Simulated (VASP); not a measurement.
Computed with PBEsol GGA, VASP's PBE PAW potentials (set 64) (plane waves; VASP).

VASP ran on this input.

### KPOINTS
```
kpoints
0
G
  7 7 7
0 0 0
```

**INCAR**
```
ALGO=Normal
EDIFF=1E-6
EDIFFG=-0.02
ENCUT=400
GGA=PS
IBRION=2
ISIF=3
ISMEAR=1
LASPH=.TRUE.
LCHARG=.FALSE.
LMAXMIX=6
LREAL=.FALSE.
LWAVE=.FALSE.
NELM=100
NSW=60
PREC=Accurate
SIGMA=0.1
SYSTEM=Pt3Ti
```

### POSCAR
```
Pt3Ti
1
    3.8978672699     0.0000000000     0.0000000000
    0.0000000000     3.8978672699     0.0000000000
   -0.0000000000    -0.0000000000     3.8978672699
Ti Pt
1 3
Direct
  0.0000000000   0.0000000000   0.0000000000
  0.0000000000   0.5000000000   0.5000000000
  0.5000000000   0.0000000000   0.5000000000
  0.5000000000   0.5000000000   0.0000000000
```

POTCAR, in this order: Ti_sv Pt (PBE.64 set). Program: vasp_std.

What VASP printed:

File OSZICAR:
```
       N       E                     dE             d eps       ncg     rms          rms(c)
DAV:   1     0.333464821197E+03    0.33346E+03   -0.18339E+04  1000   0.152E+03
DAV:   2    -0.852704225302E+01   -0.34199E+03   -0.33555E+03  1102   0.404E+02
DAV:   3    -0.354269513829E+02   -0.26900E+02   -0.26260E+02  1429   0.100E+02
DAV:   4    -0.361655914646E+02   -0.73864E+00   -0.73534E+00  1207   0.180E+01
DAV:   5    -0.361923817318E+02   -0.26790E-01   -0.26769E-01  1426   0.322E+00    0.234E+01
DAV:   6    -0.338958814933E+02    0.22965E+01   -0.19495E+01  1407   0.334E+01    0.131E+01
DAV:   7    -0.337716764112E+02    0.12421E+00   -0.26662E+01  1402   0.320E+01    0.104E+01
DAV:   8    -0.328935251793E+02    0.87815E+00   -0.18440E+00  1407   0.107E+01    0.459E+00
DAV:   9    -0.328346987663E+02    0.58826E-01   -0.23987E+00  1460   0.841E+00    0.284E+00
DAV:  10    -0.327459477164E+02    0.88751E-01   -0.62109E-01  1429   0.532E+00    0.237E-01
DAV:  11    -0.327484781915E+02   -0.25305E-02   -0.13388E-02  1374   0.876E-01    0.485E-01
DAV:  12    -0.327465421353E+02    0.19361E-02   -0.99624E-03  1461   0.569E-01    0.954E-02
DAV:  13    -0.327465372779E+02    0.48573E-05   -0.19574E-04  1140   0.109E-01    0.396E-02
DAV:  14    -0.327465529333E+02   -0.15655E-04   -0.92207E-05  1489   0.701E-02    0.552E-02
DAV:  15    -0.327465317196E+02    0.21214E-04   -0.59130E-05  1503   0.495E-02    0.133E-02
DAV:  16    -0.327465304484E+02    0.12712E-05   -0.67268E-06  1336   0.161E-02    0.324E-03
DAV:  17    -0.327465304091E+02    0.39265E-07   -0.51052E-07   567   0.536E-03
   1 F= -.32746530E+02 E0= -.32746240E+02  d E =-.327465E+02
```

File OUTCAR:
```
------------------------ aborting loop because EDIFF is reached ----------------------------------------
  FORCE on cell =-STRESS in cart. coord.  units (eV):
  Direction    XX          YY          ZZ          XY          YZ          ZX
  --------------------------------------------------------------------------------------
  Total       -0.0254656     -0.0254656     -0.0254656      0.0000000     -0.0000000     -0.0000000
  in kB       -0.6889428     -0.6889428     -0.6889428      0.0000000     -0.0000000     -0.0000000
  external PRESSURE =      -0.6889428 kB  Pullay stress =       0.0000000 kB
  volume of cell :       59.22
      direct lattice vectors                 reciprocal lattice vectors
     3.897867270  0.000000000  0.000000000     0.256550552  0.000000000  0.000000000
     0.000000000  3.897867270  0.000000000     0.000000000  0.256550552  0.000000000
     0.000000000  0.000000000  3.897867270     0.000000000  0.000000000  0.256550552
 POSITION                                       TOTAL-FORCE (eV/Angst)
 -----------------------------------------------------------------------------------
      0.00000      0.00000      0.00000         0.000000      0.000000      0.000000
      0.00000      1.94893      1.94893         0.000000      0.000000      0.000000
      1.94893      0.00000      1.94893         0.000000      0.000000      0.000000
      1.94893      1.94893      0.00000         0.000000      0.000000      0.000000
 -----------------------------------------------------------------------------------
    total drift:                                0.000000      0.000000      0.000000
  FREE ENERGIE OF THE ION-ELECTRON SYSTEM (eV)
  ---------------------------------------------------
  free  energy   TOTEN  =       -32.7465304091 eV

  energy  without entropy=      -32.7456602463  energy(sigma->0) =      -32.74624035

 reached required accuracy - stopping structural energy minimisation
```
(Selected blocks of OUTCAR.)

The compound is Pt3Ti in the L1_2 structure. It was relaxed first. The start is the result of an earlier pass.
